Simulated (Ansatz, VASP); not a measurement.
# C (Diamond) in two plane-wave programs, part 2 of 2

Wanted: the spread between two codes on one cell, functional and k mesh. The cell is taken from a series of runs on this material, whose earlier steps may have relaxed, scaled, displaced or heated it; both programs get it as it stands.

VASP 6.6.1 and Ansatz 0.2.0.

So far: Set-up; VASP: zone-centre phonons, LDA.

### 3. Ansatz: zone-centre phonons, LDA

Level of this step: Ansatz beside VASP: Kohn-Sham DFT, plane waves, LDA (Ansatz).

Ansatz runs on its PAW soft_1 files.

The same cell, functional (in two slightly different forms) and mesh now go to Ansatz, which takes its cutoff from its data sets.

input.yaml reads:

```yaml
crystal:
  lattice:
    - [0.0, 1.7589356786, 1.836362617]
    - [1.7589356786, 0.0, 1.836362617]
    - [1.7589356786, 1.7589356786, 0.0]
  atoms:
    - { symbol: C, position: [0.5, 0.5, 0.5] }
    - { symbol: C, position: [0.75, 0.75, 0.75] }
kpoints:
  mp_grid: { grid: [12, 12, 12] }
hamiltonian:
  xc: lda
  pseudopotentials: { kind: paw, azcp: { folder: soft_1 }, xc_functional: pbe }
scf:
  occupations: { method: fixed }
output:
  eigenvalues: true
phonons:
  method: dfpt
  dielectric: true
  rigid_motions: translations
```

Launch:

```bash
$ ansatz run input.yaml --threads 4 --pin off --max-ram 10240MiB --backend cpu --events-out ev --progress --plain --runs-dir out
```

Numbers of over 12 decimals in the logs are rounded to 6 here.

The log of the run:

```text
Engine: ansatz 0.2.0, x86_64-unknown-linux-gnu
Pseudopotentials: kind: paw
Pseudopotential: C, paw, valence charge 4, recommended cutoff 420 eV (normal), soft_1/C.paw.azcp
Functional definition: SPW92
  exchange = slater_x
  correlation = pw_c
Crystal: 2 atoms, lattice volume = 11.363 Å³
Basis set: ecut = 420 eV, 215 PW (Γ), exchange–correlation on 40×40×40 points (8 copies of the dense FFT grid, shifted against one another)
Bands: 8, of which v1, the nominal top of the filled ones, is band 4 counted from 1 (3 counted from 0)
Symmetry: 16 space group operations
k-points: 868 of 1728 (irreducible under 1 space group operation, time reversal used)
Non-local potential: C, projectors of the file, l = 0: 2, l = 1: 2, l = 2: 1
PAW form: soft (Blöchl's): semilocal exchange-correlation on the pseudo side does not see the compensation charge
PAW frozen core: C, regenerated for the run's functional, and the local potential with it (the file was generated under x = pbe(κ = 0.804, μ = 0.219515), c = pbe(β = 0.066725))
PAW one-centre angular grid: C, 110 points (default); XC on 64 Gauss nodes
Initial density: superposition of atomic densities (chi_scale 0.1, normalization cell)
Initial wavefunctions: pseudopotential atomic-orbital guess
Functional: x = slater, c = lda
SCF iter   1: F=—  HF=-486.599792 eV  |F-HF|=—  |Δ(HF+E_count)|=         —  Δρ=1.39e-1  dr2=1.56e0  ethr=3.10e-3  ⟨swp⟩=3.9  Hψ=39733  notcnv=0  defer=1625
preconditioner: auto → none  [insulator: Δε(μ)=4.349 eV  Ē_g=19.490 eV  n_scr=0 (ndim 8)  ℏωp=31.2 eV  f_vac=0.000  ε∞_Penn≈3.6]
SCF iter   2: F=—  HF=-486.004188 eV  |F-HF|=—  |Δ(HF+E_count)|=   5.96e-1  Δρ=5.31e-2  dr2=1.98e-1  ethr=3.10e-3  ⟨swp⟩=2.7  Hψ=18700  notcnv=0  defer=1538
SCF iter   3: F=—  HF=-485.932990 eV  |F-HF|=—  |Δ(HF+E_count)|=   7.12e-2  Δρ=5.62e-3  dr2=1.07e-3  ethr=2.48e-3  ⟨swp⟩=2.8  Hψ=12158  notcnv=0  defer=1686
SCF iter   4: F=—  HF=-485.933040 eV  |F-HF|=—  |Δ(HF+E_count)|=   4.95e-5  Δρ=1.08e-4  dr2=3.35e-7  ethr=1.34e-5  ⟨swp⟩=2.4  Hψ=9618  notcnv=0  defer=1730
SCF iter   5: F=—  HF=-485.933044 eV  |F-HF|=—  |Δ(HF+E_count)|=   3.70e-6  Δρ=4.44e-5  dr2=5.22e-8  ethr=4.18e-9  ⟨swp⟩=2.1  Hψ=9884  notcnv=0  defer=582
SCF iter   6: F=—  HF=-485.933044 eV  |F-HF|=—  |Δ(HF+E_count)|=   7.41e-9  Δρ=9.66e-6  dr2=3.11e-9  ethr=6.53e-10  ⟨swp⟩=2.0  Hψ=10171  notcnv=0  defer=585
SCF iter   7: F=—  HF=-485.933044 eV  |F-HF|=—  |Δ(HF+E_count)|=   1.12e-9  Δρ=3.36e-6  dr2=3.65e-10  ethr=3.88e-11  ⟨swp⟩=1.0  Hψ=6944  notcnv=0  defer=585
SCF iter   8: F=-485.933044 eV  HF=-485.933044 eV  |F-HF|=1.65e-12  |Δ(HF+E_count)|=  1.46e-10  Δρ=2.83e-7  dr2=2.74e-12  ethr=1.25e-12  ⟨swp⟩=7.0  Hψ=36589  notcnv=0
SCF 1 converged in 8 iterations: F = -485.933044 eV  dr2 = 2.74e-12
  greatest PAW one-centre occupation: 0.638 electrons in one spin orbital (limit 2), on the C atom at site 1 (counted from 0), in its partial waves of l = 0
NSCF: frozen V_eff on 3 k-points
DFPT response loops at Γ: preconditioner auto → none (the input reference at scf.mixing.eps_inf says where Resta's filter doesn't serve); β = 0.50; Broyden in place of MSR1
── the response to a field inside a basis, on 12×12×12 k-points: an SCF that follows is theirs, and a resumed run solves both again ──
Bands: 5, of which v1, the nominal top of the filled ones, is band 4 counted from 1 (3 counted from 0)
k-points: 468 of 1728 (irreducible under 4 space group operations)
Initial density: handed on by an earlier stage of this run
Initial wavefunctions: pseudopotential atomic-orbital guess (no wavefunctions were taken with the density)
Eigensolver: Dense (468 Hₖ)
SCF iter   1: F=—  HF=-485.936178 eV  |F-HF|=—  |Δ(HF+E_count)|=         —  Δρ=5.61e-4  dr2=4.41e-6  ethr=1.00e-1
preconditioner: auto → none  [insulator: Δε(μ)=3.775 eV  Ē_g=15.799 eV  n_scr=0 (ndim 8)  ℏωp=31.2 eV  f_vac=0.000  ε∞_Penn≈4.9]
SCF iter   2: F=—  HF=-485.936180 eV  |F-HF|=—  |Δ(HF+E_count)|=   1.88e-6  Δρ=2.78e-4  dr2=1.03e-6  ethr=5.51e-8
SCF iter   3: F=-485.936180 eV  HF=-485.936180 eV  |F-HF|=1.32e-9  |Δ(HF+E_count)|=   7.80e-7  Δρ=1.02e-5  dr2=1.59e-9  ethr=1.28e-8
SCF 1 converged in 3 iterations: F = -485.936180 eV  dr2 = 1.59e-9
DFPT response loops at Γ: mixed as the last ones told, above
SCF converged after 8 iterations
Free energy (F): -485.933044 eV
Harris-Foulkes:  -485.933044 eV  (|F-HF|=1.65e-12)
Internal energy: -485.933044 eV  (E = F + TS)
E sigma→0 (E₀):  -485.933044 eV
Fermi energy:    13.293237 eV
--- Per-component energies (eV) ---
  E_band       = 33.373394
  E_kinetic    = 179.431077
  E_local      = -112.011289  (includes V_loc(G=0)·N_el)
  E_nonlocal   = 47.740249
  E_hartree    = 26.191002
  E_xc         = -94.628006
  E_vxc        = -117.173340  (∫ρ·V_xc dr)
  E_paw        = -184.917963  (= ΣΔE_a)
  E_vpaw       = -16.995350  (= ΣTr[D̂ρ^β])
  E_aug_tail   = 0.000036  (compensation charges beyond the density's cutoff)
  E_ewald      = -347.863814
  E_core_change = 0.125665  (= ΣΔE_core)
  E_smearing   = -0.000000  (= −TS)
  E_closure    = 0.000000  (closes the sum)
  Σ components = -485.933044   (vs F -485.933044, Δ=0.00e0)
--- Band table (eV; the first three rows and the last of 868) ---
  k-point 0: bands = ["-8.2479", "12.6119", "13.2932", "13.2932", "18.4442", "18.4442", "18.9665", "26.4703"]
  k-point 1: bands = ["-8.0558", "11.7585", "12.6058", "12.9815", "18.8739", "18.9397", "19.5795", "26.6072"]
  k-point 2: bands = ["-7.4813", "9.3417", "11.7926", "12.3157", "19.7562", "19.8216", "20.7184", "27.0023"]
  k-point 867: bands = ["-2.4039", "-0.2817", "9.8785", "10.6726", "20.7604", "21.6215", "22.5250", "28.4396"]
--- Phonons (Γ-DFPT): 2 representative perturbations + reference, on 868 of 1728 k-points (Σ response iterations 6) ---
  k mesh reduced under 1 symmetry operation, with k and −k counted as one. Each operation leaves every solved perturbation unchanged. A smaller set is not considered because the run solves the response to a homogeneous field
  ASR residual: 1.266e-4 → 0.000e0 eV/Å²; symmetrization residual: 5.280e-7 eV/Å²
  ASR residual per site (eV/Å²): 1.27e-4 1.27e-4
  Γ frequencies (cm⁻¹): 0.00 0.00 0.00 1256.83 1287.76 1287.76
  ε∞ (high-frequency dielectric tensor):
        5.663322     0.000000     0.000000
        0.000000     5.663322     0.000000
        0.000000     0.000000     6.158543
  ε⁰ (static dielectric tensor: ions relaxed, cell fixed):
        5.663322     0.000000     0.000000
        0.000000     5.663322     0.000000
        0.000000     0.000000     6.158543
  ε⁰ − ε∞ (ionic part):
        0.000000     0.000000     0.000000
        0.000000     0.000000     0.000000
        0.000000     0.000000     0.000000
  softest optical mode at Γ: 1256.83 cm⁻¹; the repairs (sum rule, projections) moved no ω² at Γ by more than (1.71 cm⁻¹)²
  Born effective charges Z* (e; rows j = field, columns β = displacement):
    site 0:
         0.00000    0.00000    0.00000
         0.00000    0.00000    0.00000
         0.00000    0.00000    0.00000
    site 1:
         0.00000    0.00000    0.00000
         0.00000    0.00000    0.00000
         0.00000   -0.00000    0.00000
  Z* charge neutrality: 4.376e-4 e pre-enforcement
  solved inside a basis spanned on kpoints, on 12×12×12 k-points, its susceptibility summed on 16×16×16: ε∞ is read to err by 1.6e-2, Z* by 4.3e-3 e (field_mesh: kpoints solves on kpoints)
  optical modes at Γ without the LO–TO term, one row a degenerate level:
      ω (cm⁻¹)  modes    IR ((D/Å)²/amu)
       1256.83      1             0.0000
       1287.76      2             0.0000
  optical modes at Γ + LO–TO along q̂ = [1.0000, 0.0000, 0.0000]:
      ω (cm⁻¹)  modes    IR ((D/Å)²/amu)
       1256.83      1             0.0000
       1287.76      2             0.0000
  optical modes at Γ + LO–TO along q̂ = [0.0000, 1.0000, 0.0000]:
      ω (cm⁻¹)  modes    IR ((D/Å)²/amu)
       1256.83      1             0.0000
       1287.76      2             0.0000
  optical modes at Γ + LO–TO along q̂ = [0.0000, 0.0000, 1.0000]:
      ω (cm⁻¹)  modes    IR ((D/Å)²/amu)
       1256.83      1             0.0000
       1287.76      2             0.0000
```

In the SCF lines HF is the Harris–Foulkes energy and dr2 the Hartree energy of the density residual, in eV; the loop may stop once dr2 is under the threshold and the program's other checks hold. Hψ counts applications of the Hamiltonian.

### 4. Differences

Known differences besides the potentials themselves: the two LDA forms differ slightly; fixed occupations in Ansatz, narrow Gaussian smearing in VASP; VASP's response is taken on the typed mesh, Ansatz refines its own for the field response alone; the cutoff is 420 eV in Ansatz and 600 eV in VASP; VASP's log shows a relativistic correction to its local exchange, Ansatz's none. Total energies have different zeros and are not compared.

Both answers:

| quantity | Ansatz | VASP | difference |
| --- | --- | --- | --- |
| ε∞ xx | 5.66 | 5.66 | +0.03 % |
| ε∞ yy | 5.66 | 5.66 | +0.03 % |
| ε∞ zz | 6.16 | 6.16 | +0.05 % |
| Born charge of C1 (mean of the diagonal) (e) | 0.00 | 0.00 | 0.00 |
| optical mode 1 (cm⁻¹) | 1256.8 | 1262.3 | -0.43 % |
| optical mode 2 to 3 (cm⁻¹) | 1287.8 | 1292.2 | -0.34 % |

Modes are paired by rising frequency, not by their patterns, so a pair may set unlike modes beside each other; they are those without the splitting of longitudinal modes.

### 5. Results

* r.m.s. difference of the optical zone-centre modes, each program's sorted by frequency (zone-centre phonons, LDA): 4.8 cm⁻¹

What this shows: The r.m.s. difference of the optical zone-centre modes, each program's sorted by frequency is 4.8 cm⁻¹ (zone-centre phonons, LDA). Such differences can come from data sets, numerical settings and the points named under the comparisons, not from the functional's error against experiment.

[Lines on the potential files, build, host, timing and source positions are cut from VASP's logs without a mark.]

[Logs are printed without paths, hosts, clocks, repeated set-up lines and the standing remarks that a program may print on its own settings, such as how far it seeks lower states.]

[Hosts, paths, dates, database ids (printed as entryN), source tags and the programs' standing remarks are cut or masked in the printed files.]
